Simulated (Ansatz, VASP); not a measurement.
# RbBeBr3: VASP beside Ansatz, part 2 of 2

Wanted: the spread between two codes on one cell, functional and k mesh. The cell is invented: As first built, before any earlier steps moved the atoms (in the runner's words): it takes the RbCaBr3 structure with some of its atoms replaced by other elements, volume scaled by an estimate. It may not be a known or stable phase. The cell is taken from a series of VASP runs on this material, whose earlier steps may have relaxed, scaled or displaced it; both programs get it as it stands.

VASP 6.6.1 and Ansatz 0.2.0.

So far: The structure; VASP: relaxation of cell and atoms, PBE with D3(BJ).

## Step 3: Ansatz: relaxation of cell and atoms, PBE with D3(BJ)

Level of this step: Ansatz beside VASP: Kohn-Sham DFT, plane waves, PBE with D3(BJ) (Ansatz).

Ansatz runs on its default PAW (the set named soft_2) files.

The same cell, functional, mesh and smearing now go to Ansatz, which takes its cutoff from its data sets.

File input.yaml:

```yaml
crystal:
  lattice:
    - [3.892917523, -3.6078884101, 0.3187850456]
    - [3.892917523, 3.6078884101, 0.3187850456]
    - [0.4217128277, 0.0, 5.7386948685]
  atoms:
    - { symbol: Rb, position: [0.0114395215, 0.0114395215, 0.9548875297] }
    - { symbol: Br, position: [0.543886442, 0.0438299031, 0.5275334667] }
    - { symbol: Br, position: [0.5151932364, 0.5151932364, 0.0423034508] }
    - { symbol: Br, position: [0.0438299031, 0.543886442, 0.5275334667] }
    - { symbol: Be, position: [0.3809298971, 0.3809298971, 0.384452086] }
hamiltonian:
  xc: pbe
  pseudopotentials: { kind: paw }
  dispersion: d3bj
kpoints:
  mp_grid: { grid: [5, 5, 5] }
scf:
  occupations: { method: fermi_dirac, width: 0.05 }
relax:
  f_tol: 0.01
  max_steps: 60
  cell: { stress_tol: 0.05 }
output:
  forces: true
  stress: true
```

On the command line:

```bash
$ ansatz run input.yaml --threads 4 --pin off --max-ram 9216MiB --backend cpu --events-out ev --progress --plain --runs-dir out
```

Numbers of over 12 decimals in the logs are rounded to 6 here.

Output:

```text
Engine: ansatz 0.2.0, aarch64-unknown-linux-gnu
Pseudopotentials: kind: paw
Pseudopotential: Rb, paw, valence charge 9, recommended cutoff 420 eV (normal), Rb.paw.azcp
Pseudopotential: Br, paw, valence charge 7, recommended cutoff 420 eV (normal), Br.paw.azcp
Pseudopotential: Be, paw, valence charge 2, recommended cutoff 420 eV (normal), Be.paw.azcp
Functional definition: PBE
  parameter kappa = 0.804
  parameter beta = 0.066725
  exchange = pbe_x(kappa = kappa, mu = beta*pi^2/3)
  correlation = pbe_c(beta = beta)
Crystal: 5 atoms, lattice volume = 160.232 Å³
Basis set: ecut = 420 eV, 3117 PW (Γ), exchange–correlation on 72×72×80 points (8 copies of the dense FFT grid, shifted against one another)
Bands: 21, of which v1, the nominal top of the filled ones, is band 16 counted from 1 (15 counted from 0)
Symmetry: 2 space group operations
Space group: Cm (ITA 8), of the structure as read, at distance tolerance 5.4e-5 Å
k-points: 39 of 125 (time reversal used)
Non-local potential: Rb, projectors of the file, l = 0: 3, l = 1: 2, l = 2: 2
Non-local potential: Br, projectors of the file, l = 0: 2, l = 1: 2, l = 2: 2
Non-local potential: Be, projectors of the file, l = 0: 2, l = 1: 2, l = 2: 1
PAW form: soft (Blöchl's): semilocal exchange-correlation on the pseudo side does not see the compensation charge
PAW one-centre angular grid: Rb, 110 points (default); XC on 64 Gauss nodes
PAW one-centre angular grid: Br, 110 points (default); XC on 64 Gauss nodes
PAW one-centre angular grid: Be, 110 points (default); XC on 64 Gauss nodes
Initial density: superposition of atomic densities (neutral atoms: chi_scale 0, normalization atom), corrected by the library's trained network
Initial wavefunctions: pseudopotential atomic-orbital guess
Functional: x = pbe(κ = 0.804, μ = 0.219515), c = pbe(β = 0.066725)
SCF iter   1: F=—  HF=-11717.207027 eV  |F-HF|=—  |Δ(HF+E_count)|=         —  Δρ=6.50e-4  dr2=1.12e-3  ethr=1.77e-3  ⟨swp⟩=9.8  Hψ=5322  notcnv=0
preconditioner: auto → Resta (q_TF=auto, 2.086 Å⁻¹)  ε∞=2.8  [insulator: Δε(μ)=4.168 eV  Ē_g=11.936 eV  σ=0.050 eV  W_gap=1.00  n_scr=24 (ndim 8)  ℏωp=16.1 eV  f_vac=0.031  D(μ)=0.00/eV (n_scr^D=0)  ε∞_Penn≈2.8]
SCF iter   2: F=—  HF=-11717.208950 eV  |F-HF|=—  |Δ(HF+E_count)|=   1.92e-3  Δρ=4.57e-4  dr2=3.85e-4  ethr=3.51e-6  ⟨swp⟩=3.0  Hψ=2140  notcnv=0  defer=3
SCF iter   3: F=—  HF=-11717.209065 eV  |F-HF|=—  |Δ(HF+E_count)|=   1.15e-4  Δρ=2.41e-4  dr2=1.02e-4  ethr=1.20e-6  ⟨swp⟩=2.6  Hψ=1357  notcnv=0  defer=3
SCF iter   4: F=—  HF=-11717.209185 eV  |F-HF|=—  |Δ(HF+E_count)|=   1.19e-4  Δρ=6.70e-5  dr2=8.34e-6  ethr=3.20e-7  ⟨swp⟩=2.0  Hψ=1365  notcnv=0  defer=3
SCF iter   5: F=—  HF=-11717.209180 eV  |F-HF|=—  |Δ(HF+E_count)|=   4.44e-6  Δρ=2.76e-5  dr2=1.60e-6  ethr=2.61e-8  ⟨swp⟩=2.8  Hψ=1351  notcnv=0  defer=3
SCF iter   6: F=-11717.209181 eV  HF=-11717.209181 eV  |F-HF|=5.21e-9  |Δ(HF+E_count)|=   1.38e-7  Δρ=3.10e-6  dr2=2.42e-8  ethr=3.13e-10  ⟨swp⟩=3.8  Hψ=3897  notcnv=0
SCF 1 converged in 6 iterations: F = -11717.209181 eV  dr2 = 2.42e-8
  greatest PAW one-centre occupation: 0.973 electrons in one spin orbital (limit 2), on the Rb atom at site 0 (counted from 0), in its partial waves of l = 0
relax step   1: F+E_penalty+E_count = -11717.20918050 eV  Δ(F+E_penalty+E_count) = +0.000e0 eV  max|allowed force component| = 1.525e-1 eV/Å  Δτ_max = 0.0000 Å  P = +0.320 GPa  Ω = 160.232 Å³  (6 SCF iters, dr2 threshold 1.00e-7 eV, accepted)
[... from here on, the SCF cycles and remarks between the steps are left out ...]
relax step   2: F+E_penalty+E_count = -11717.21861530 eV  Δ(F+E_penalty+E_count) = -9.435e-3 eV  max|allowed force component| = 8.185e-2 eV/Å  Δτ_max = 0.0447 Å  P = +0.083 GPa  Ω = 160.766 Å³  energy of the carried Pulay correction = -2.810e-5 eV  (5 SCF iters, dr2 threshold 5.00e-7 eV, accepted)
relax step   3: F+E_penalty+E_count = -11717.22678853 eV  Δ(F+E_penalty+E_count) = -8.173e-3 eV  max|allowed force component| = 3.724e-2 eV/Å  Δτ_max = 0.0977 Å  P = -0.095 GPa  Ω = 161.034 Å³  energy of the carried Pulay correction = -4.216e-5 eV  (5 SCF iters, dr2 threshold 4.19e-7 eV, accepted)
relax step   4: F+E_penalty+E_count = -11717.22900082 eV  Δ(F+E_penalty+E_count) = -2.212e-3 eV  max|allowed force component| = 2.811e-2 eV/Å  Δτ_max = 0.0428 Å  P = -0.036 GPa  Ω = 160.400 Å³  energy of the carried Pulay correction = -8.859e-6 eV  (6 SCF iters, dr2 threshold 1.25e-7 eV, accepted)
relax step   5: F+E_penalty+E_count = -11717.23072486 eV  Δ(F+E_penalty+E_count) = -1.724e-3 eV  max|allowed force component| = 1.566e-2 eV/Å  Δτ_max = 0.0205 Å  P = -0.040 GPa  Ω = 160.910 Å³  energy of the carried Pulay correction = -3.565e-5 eV  (5 SCF iters, dr2 threshold 5.55e-8 eV, accepted)
relax step   6: F+E_penalty+E_count = -11717.23292452 eV  Δ(F+E_penalty+E_count) = -2.200e-3 eV  max|allowed force component| = 3.521e-2 eV/Å  Δτ_max = 0.0570 Å  P = -0.047 GPa  Ω = 161.054 Å³  energy of the carried Pulay correction = -4.319e-5 eV  (6 SCF iters, dr2 threshold 3.77e-8 eV, accepted)
relax step   7: F+E_penalty+E_count = -11717.23359454 eV  Δ(F+E_penalty+E_count) = -6.700e-4 eV  max|allowed force component| = 7.184e-3 eV/Å  Δτ_max = 0.0114 Å  P = -0.006 GPa  Ω = 160.595 Å³  energy of the carried Pulay correction = -1.909e-5 eV  (5 SCF iters, dr2 threshold 7.75e-8 eV, accepted)
relax step   8: F+E_penalty+E_count = -11717.23362929 eV  Δ(F+E_penalty+E_count) = -3.475e-5 eV  max|allowed force component| = 2.214e-2 eV/Å  Δτ_max = 0.0092 Å  P = +0.020 GPa  Ω = 160.166 Å³  energy of the carried Pulay correction = +3.491e-6 eV  (7 SCF iters, accepted)
relax step   9: F+E_penalty+E_count = -11717.23372980 eV  Δ(F+E_penalty+E_count) = -1.005e-4 eV  max|allowed force component| = 4.457e-3 eV/Å  Δτ_max = 0.0086 Å  P = -0.000 GPa  Ω = 160.207 Å³  energy of the carried Pulay correction = +1.322e-6 eV  (5 SCF iters, dr2 threshold 3.06e-8 eV, accepted)
relax step  10: F+E_penalty+E_count = -11717.23374666 eV  Δ(F+E_penalty+E_count) = -1.686e-5 eV  max|allowed force component| = 1.002e-3 eV/Å  Δτ_max = 0.0040 Å  P = +0.001 GPa  Ω = 160.294 Å³  energy of the carried Pulay correction = -3.234e-6 eV  (7 SCF iters, accepted)
relax step  11: F+E_penalty+E_count = -11717.23373200 eV  Δ(F+E_penalty+E_count) = +1.466e-5 eV  max|allowed force component| = 1.041e-3 eV/Å  Δτ_max = 0.0000 Å  P = +0.000 GPa  Ω = 160.294 Å³  stress off target by 4.44e-3 GPa  SCF on the basis re-selected at this cell (its energy is not comparable with the rows above)  (5 SCF iters)
basis re-selected at this cell: Δ(F+E_penalty+E_count) = +1.466e-5 eV, ΔP = -0.000 GPa vs the last step (what re-selecting the basis moved, of the pressure what is left beyond the Pulay correction that the steps carried, after the strain that the cell walked since its last selection, with what the two solves' SCF thresholds leave and, on support functions, any second-order correction that the steps lacked; it is no measure of the basis error at this ecutwfc). The dense FFT grid was sized anew with the basis: this SCF ran on 40×40×40 points, the steps before it on 36×36×40, so part of this shift can come from that change (see relax.cell in the input reference). [rest of the remark cut]
SCF converged after 5 iterations
Free energy (F): -11717.233732 eV
Harris-Foulkes:  -11717.233732 eV  (|F-HF|=2.18e-11)
Internal energy: -11717.233732 eV  (E = F + TS)
E sigma→0 (E₀):  -11717.233732 eV
Fermi energy:    3.683793 eV
--- Per-component energies (eV) ---
  E_band       = -161.950245
  E_kinetic    = 612.613692
  E_local      = -1269.726361  (includes V_loc(G=0)·N_el)
  E_nonlocal   = 389.181662
  E_hartree    = 323.770006
  E_xc         = -943.973431
  E_vxc        = -468.386402  (∫ρ·V_xc dr)
  E_paw        = -9417.460193  (= ΣΔE_a)
  E_vpaw       = -73.172773  (= ΣTr[D̂ρ^β])
  E_aug_tail   = -0.000002  (compensation charges beyond the density's cutoff)
  E_ewald      = -1410.622531
  E_disp       = -1.016573  (pairwise vdW)
  E_smearing   = -0.000000  (= −TS)
  E_closure    = 0.000000  (closes the sum)
  Σ components = -11717.233732   (vs F -11717.233732, Δ=0.00e0)
--- Forces (eV/Å), atoms counted from 1 ---
  atom   1  Rb    -0.00010650     0.00000000     0.00022947
  atom   2  Br    -0.00016019    -0.00075390     0.00005555
  atom   3  Br     0.00104031     0.00000000    -0.00060103
  atom   4  Br    -0.00016019     0.00075390     0.00005555
  atom   5  Be    -0.00061572     0.00000000     0.00025880
  max |Σ_I F_I| component: 2.28e-6 eV/Å
--- Stress (GPa, compression-positive) ---
       -0.003314       0.000000      -0.001888
        0.000000       0.004440       0.000000
       -0.001888       0.000000      -0.000046
  P = ⅓ Tr σ = 0.0004 GPa (0.004 kbar)
--- Relaxed structure (10 steps of the walk, 10 accepted, 1 SCFs on fresh bases) ---
  F+E_penalty+E_count = -11717.23373200 eV   max|allowed force component| = 1.041e-3 eV/Å   (the final SCF, on the basis selected at the relaxed cell)
  cell:  # Å, volume = 160.2937 Å³
    - [4.036084, -3.663618, 0.259990]
    - [4.036084, 3.663618, 0.259990]
    - [0.374654, -6.535939352024203e-17, 5.444342]
  atoms:
    - { symbol: Rb, position: [-0.00629984, -0.00629984, 0.981908] }
    - { symbol: Br, position: [0.534345, 0.045763, 0.522619] }
    - { symbol: Br, position: [0.534244, 0.534244, 0.034051] }
    - { symbol: Br, position: [0.045763, 0.534345, 0.522619] }
    - { symbol: Be, position: [0.387227, 0.387227, 0.375514] }
```

Wall time 26 s (4 threads of Arm Neoverse V2, shared host); peak memory 0.45 GiB.

## Step 4: Side by side

Known differences besides the potentials themselves: both relaxations stop at a tolerance, which leaves soft axes loose, and VASP keeps its plane-wave basis; the cutoff is 420 eV in Ansatz and 400 eV in VASP; VASP leaves aspherical gradient terms in its spheres out (LASPH is not set), Ansatz keeps them; Ansatz adds a Pulay correction to the stress that steers its cell, VASP none. Total energies have different zeros and are not compared.

Both answers:

| quantity | Ansatz | VASP | difference |
| --- | --- | --- | --- |
| volume (Å³) | 160.29 | 159.77 | +0.33 % |
| edge a after relaxation, in the typed setting (Å) | 5.457 | 5.449 | +0.14 % |

The walks stopped with 0.00 GPa left in Ansatz and 0.00 GPa in VASP; each walk ends within a tolerance, so the volume difference is uncertain by about these residues over the bulk modulus, most in soft cells. Found at a tolerance of 0.01 Å, the end structures differ in symmetry: R3m in Ansatz, Cm in VASP; the atoms lie within 0.05 Å of each other, which can come from where the walks stopped or from unlike electronic states.

## Step 5: Results

* difference in volume (relaxation of cell and atoms, PBE with D3(BJ)): 0.33 %

In words: The difference in volume is 0.33 % (relaxation of cell and atoms, PBE with D3(BJ)), within the 1.2 % picked in this series as the mark of a large difference, as far as the stopping tolerances let one tell. How closely two codes agree says nothing of how well the functional describes the real material.

[Lines on the potential files, build, host, timing and source positions are cut from VASP's logs without a mark.]

[Logs are printed without paths, hosts, clocks, repeated set-up lines and the standing remarks that a program may print on its own settings, such as how far it seeks lower states.]

[Hosts, paths, dates, database ids (printed as entryN), source tags and the programs' standing remarks are cut or masked in the printed files.]
